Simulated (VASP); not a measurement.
VASP input:

INCAR:
```
AGGAC  =  0.0
ALGO  =  Normal
EDIFF  =  1E-6
EDIFFG  =  -0.02
ENCUT  =  520
GGA  =  MK
IBRION  =  2
ISIF  =  3
ISMEAR  =  1
LASPH  =  T
LCHARG  =  F
LMAXMIX  =  4
LREAL  =  F
LUSE_VDW  =  T
LWAVE  =  F
NELM  =  100
NSW  =  60
PARAM1  =  0.1234568
PARAM2  =  0.7114
PREC  =  Accurate
SIGMA  =  0.1
SYSTEM  =  Ni3Si
ZAB_VDW  =  -1.8867
```

**KPOINTS**
```
K-points
0
Gamma
 8 8 8
0 0 0
```

File POSCAR:
```
Ni3Si
1
    3.4886319946    -0.0000000000     0.0000000000
    0.0000000000     3.4886319946     0.0000000000
   -0.0000000000     0.0000000000     3.4886319946
Si Ni
1 3
Direct
  0.0000000000   0.0000000000   0.0000000000
  0.0000000000   0.5000000000   0.5000000000
  0.5000000000   0.0000000000   0.5000000000
  0.5000000000   0.5000000000   0.0000000000
```

POTCAR, in this order: Si Ni (PBE.64 set). Program: vasp_std.

Question: Write an equivalent input for Quantum ESPRESSO's pw.x.

Answer: One equivalent input (not run):
```
&CONTROL
  calculation = 'vc-relax'
  pseudo_dir = './pseudo'
  outdir = './out'
  tprnfor = .true.
  tstress = .true.
  nstep = 60
  forc_conv_thr = 0.00078
/
&SYSTEM
  ibrav = 0
  nat = 4
  ntyp = 2
  ecutwfc = 98
  occupations = 'smearing'
  smearing = 'methfessel-paxton'
  degauss = 0.00735
  input_dft = 'vdw-df2-b86r'
/
&ELECTRONS
  conv_thr = 7.3e-08
  electron_maxstep = 100
/
&IONS
/
&CELL
/
ATOMIC_SPECIES
  Si 28.085 Si.upf
  Ni 58.693 Ni.upf
CELL_PARAMETERS angstrom
     3.4886320   -0.0000000    0.0000000
     0.0000000    3.4886320    0.0000000
    -0.0000000    0.0000000    3.4886320
ATOMIC_POSITIONS crystal
  Si   0.0000000  0.0000000  0.0000000
  Ni   0.0000000  0.5000000  0.5000000
  Ni   0.5000000  0.0000000  0.5000000
  Ni   0.5000000  0.5000000  0.0000000
K_POINTS automatic
  8 8 8 0 0 0
```
Limits of the translation: the potentials are each code's own (VASP's PAW set, PseudoDojo norm-conserving files in pw.x), so ENCUT and ecutwfc are chosen apart and not converted; conv_thr bounds pw.x's estimated SCF error, while EDIFF bounds the energy change between steps; forc_conv_thr acts on force components and is met together with etot_conv_thr.

The compound is Ni3Si in the L1_2 structure. It was relaxed first. The start is the result of an earlier pass.
